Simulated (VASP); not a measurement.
Input of a VASP 6.6.1 run:

File INCAR:

```
SYSTEM = NaLaMnMoO6
PREC = Accurate
ENCUT = 520
EDIFF = 1E-6
ISMEAR = -1
SIGMA = 0.05
LREAL = .FALSE.
LASPH = .TRUE.
NELM = 120
ALGO = Fast
ISIF = 2
LWAVE = .FALSE.
LCHARG = .FALSE.
ISPIN = 2
MAGMOM = 0 0 4 1 0 0 0 0 0 0
LORBIT = 11
LMAXMIX = 6
GGA = PE
KPAR = 4
```

Contents of KPOINTS:

```
regular mesh
0
G
  6 6 6
  0 0 0
```

The input POSCAR:

```
NaLaMnMoO6
1.0
    4.7224200000     -2.7368800000      0.0020400000
    4.7224200000      2.7368800000      0.0020400000
   -3.1779600000      0.0000000000      4.4700000000
Na La Mn Mo O
1 1 1 1 6
Direct
    0.2502100000      0.2502100000      0.7445900000
    0.7511700000      0.7511700000      0.2570700000
    0.4991800000      0.4991800000      0.4991700000
    0.0011000000      0.0011000000      0.0011400000
    0.2850300000      0.7810600000      0.2852000000
    0.7810600000      0.2850300000      0.2852000000
    0.2518700000      0.2518700000      0.1877500000
    0.7477700000      0.7477700000      0.8112400000
    0.2188300000      0.7140700000      0.7152500000
    0.7140700000      0.2188300000      0.7152500000
```

File KPOINTS_OPT:

```
path XGY,LGZ,NGM,RG
20
line-mode
reciprocal
 0.0000000000  0.0000000000 -0.5000000000  X
 0.0000000000  0.0000000000  0.0000000000  G

 0.0000000000  0.0000000000  0.0000000000  G
 0.5000000000  0.0000000000  0.0000000000  Y

 0.5000000000  0.0000000000 -0.5000000000  L
 0.0000000000  0.0000000000  0.0000000000  G

 0.0000000000  0.0000000000  0.0000000000  G
-0.5000000000 -0.5000000000  0.5000000000  Z

-0.5000000000 -0.5000000000  0.0000000000  N
 0.0000000000  0.0000000000  0.0000000000  G

 0.0000000000  0.0000000000  0.0000000000  G
 0.0000000000 -0.5000000000  0.5000000000  M

 0.0000000000 -0.5000000000  0.0000000000  R
 0.0000000000  0.0000000000  0.0000000000  G
```

Potentials or basis: VASP PAW PBE potentials, release 64 (Na_pv, La, Mn_pv, Mo_sv, O).

Launch:

```sh
$ cat potpaw_PBE.64/Na_pv/POTCAR potpaw_PBE.64/La/POTCAR potpaw_PBE.64/Mn_pv/POTCAR potpaw_PBE.64/Mo_sv/POTCAR potpaw_PBE.64/O/POTCAR > POTCAR
$ mpirun -np 4 vasp_std > vasp.out
```

(1) Predict the largest force.

(2) Predict the site moments.

Answers

(1) 0.148 eV/Å.

(2) Na +0.00; La -0.02; Mn +2.49; Mo -0.57; O +0.01 μB.

Caveat: a cell with one magnetic atom can't hold antiferromagnetic order, which such compounds often take.
